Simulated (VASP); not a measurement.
Here is the system:

```
CELL_PARAMETERS angstrom
      2.90032     0.00000     0.00000
      0.00000     2.80675     0.00000
      0.00000     0.00000     2.90575
ATOMIC_POSITIONS crystal
  Ga 0.50000 0.50000 0.50000
  Co 0.01551 0.00000 0.00000
```

All values below come from PBE GGA + U (Dudarev), VASP's PBE PAW potentials (set 64) (plane waves; VASP). Settings: 400 eV cut-off, 11×12×11 Γ-centred mesh, first-order Methfessel-Paxton smearing of 0.10 eV, potentials Ga_d Co, U − J: Co 6.00 eV.

Question: Estimate the energy per atom (σ→0), pressure, largest force, band gap (on the k-mesh) with the smallest direct gap where there is one.

Answer: 
The band gap (on the k-mesh) is none (metal, semimetal or under 0.01 eV) and the energy per atom (σ→0) comes out as -2653 meV/atom. The pressure is -6.65 GPa and the largest force is 0.232 eV/Å.

The compound is CoGa in the CsCl type structure. The cell was not relaxed at this level, atoms are displaced from their ideal sites. The run is one of a series of settings (LDAU = .TRUE., LDAUJ = 0 0, LDAUL = -1 2, LDAUTYPE = 2, LDAUU = 0 6.0 against the base run), some of them coarse on purpose. The run is not spin-polarised, so no magnetic state was tried.
